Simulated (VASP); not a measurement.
TiN:

```
Ti N
1.0
     0.00000    2.11900    2.11900
     2.11900    0.00000    2.11900
     2.11900    2.11900    0.00000
Ti N
1 1
Direct
  0.00000 0.00000 0.00000
  0.50000 0.50000 0.50000
```

| Quantity | Value |
| --- | --- |
| Program | VASP 6.6.1 |
| Task | relaxation of cell and atoms |
| Functional | PBEsol |
| Potentials or basis | VASP PAW PBE potentials, release 64 (Ti_sv, N) |
| Cutoff | 520 eV |
| k mesh | 12 × 12 × 12 |
| Occupations | gaussian, width 0.02 eV |
| Spin | no spin polarisation |

At the start: pressure -6.4 GPa; volume 9.51 Å³/atom.

Q: How do energy, volume and symmetry change on relaxing?

A: Over 6 steps the energy falls by 4.4 meV/atom and the volume is 9.30 Å³/atom (-2.2 %); space group Fm-3m (No. 225, to 0.05 Å).

The path:
| step | energy change (eV) | largest force (eV/Å) | pressure (GPa) | volume (Å³) |
| --- | --- | --- | --- | --- |
| 1 | 0.0000 | 0.0000 | -6.44 | 19.03 |
| 2 | 0.0110 | 0.0000 | 10.67 | 17.99 |
| 3 | -0.0087 | 0.0000 | -0.06 | 18.61 |
| 4 | -0.0087 | 0.0000 | 0.07 | 18.60 |
| 5 | -0.0087 | 0.0000 | -0.08 | 18.61 |
| 6 | -0.0087 | 0.0000 | -0.02 | 18.60 |

Final structure:
```
Ti N
1.0
     0.00000    2.10310    2.10310
     2.10310    0.00000    2.10310
     2.10310    2.10310    0.00000
Ti N
1 1
Direct
  0.00000 0.00000 0.00000
  0.50000 0.50000 0.50000
```

Caveat: the PAW data sets were made with another functional, which shifts forces and pressure a little.
